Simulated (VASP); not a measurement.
Input of a VASP 6.6.1 run:

The input INCAR:

```
SYSTEM = SrMg6Ni
PREC     = High           ! precision mode
ENCUT    = 520            ! plane-wave cutoff, eV
EDIFF    = 1E-7           ! SCF threshold, eV
ISMEAR   = 0              ! smearing method
SIGMA    = 0.05           ! smearing width, eV
LREAL    = .False.        ! projectors in reciprocal space
LASPH    = .True.         ! aspherical terms in the spheres
NELM     = 150            ! most SCF steps
ALGO     = Fast           ! electronic algorithm
ISIF     = 2              ! what is computed and relaxed
LWAVE    = .False.        ! write WAVECAR
LCHARG   = .False.        ! write CHGCAR
ISPIN    = 2              ! spin polarisation
MAGMOM   = 0 1 0 0 0 0 0 0 ! initial moments
LORBIT   = 11             ! projections on sites
LMAXMIX  = 4              ! l up to which the mixer works
LDAU     = .True.         ! DFT+U
LDAUTYPE = 2            
LDAUL    = -1 2 -1        ! shell
LDAUU    = 0 6.2 0        ! U, eV
LDAUJ    = 0 0 0        
LDAUPRINT= 1            
GGA      = RE             ! functional
LOPTICS  = .True.         ! frequency-dependent dielectric function
NBANDS   = 40             ! bands
NEDOS    = 2000           ! points of the DOS
CSHIFT   = 0.1          
ISYM     = 1
```

File KPOINTS:

```
Automatic mesh
0
Gamma
  6 5 5
  0 0 0
```

The input POSCAR:

```
SrMg6Ni
4.4852
    1.000010701864      0.000000000000      0.000000000000
    0.000000000000      0.697443815214      1.587175153839
    0.000000000000     -0.697443815214      1.587175153839
Sr Ni Mg
1 1 6
Direct
    0.5000000000      0.7182430000      0.7182430000
    0.0000000000      0.8957990000      0.8957990000
    0.5000000000      0.1335570000      0.1335570000
    0.5000000000      0.1652130000      0.6793490000
    0.5000000000      0.6793490000      0.1652130000
    0.0000000000      0.3051920000      0.3051920000
    0.0000000000      0.3049440000      0.7977040000
    0.0000000000      0.7977040000      0.3049440000
```

Potentials or basis: VASP PAW PBE potentials, release 64 (Sr_sv, Ni, Mg).

Run with:

```sh
$ cat potpaw_PBE.64/Sr_sv/POTCAR potpaw_PBE.64/Ni/POTCAR potpaw_PBE.64/Mg/POTCAR > POTCAR
$ mpirun -np 1 vasp_std > vasp.out
```

Task: What does it give for the largest force?

Result: 0.084 eV/Å.

Task: What does it give for the band gap on the k mesh?

Result: None (metal or under the smearing width).

Task: What does it give for the net moment?

Result: 0.00 μB per cell.

Task: Estimate the pressure.

Result: 0.6 GPa.

Eigenvalues of the final occupation matrices:
```csv
site,spin,trace,eigenvalues
site 2 d,1,4.40,0.87 0.87 0.87 0.89 0.89
site 2 d,2,4.40,0.87 0.87 0.87 0.89 0.89
```

Caveat: spectra need much finer meshes, so this one isn't converged; independent-particle spectra lack excitons; the intraband (Drude) part of a metal's response may be missing; the PAW data sets were made with another functional, which shifts forces and pressure a little; the U is typed as a test and isn't derived for this compound. The state reached can hang on the start; a lower one may exist.
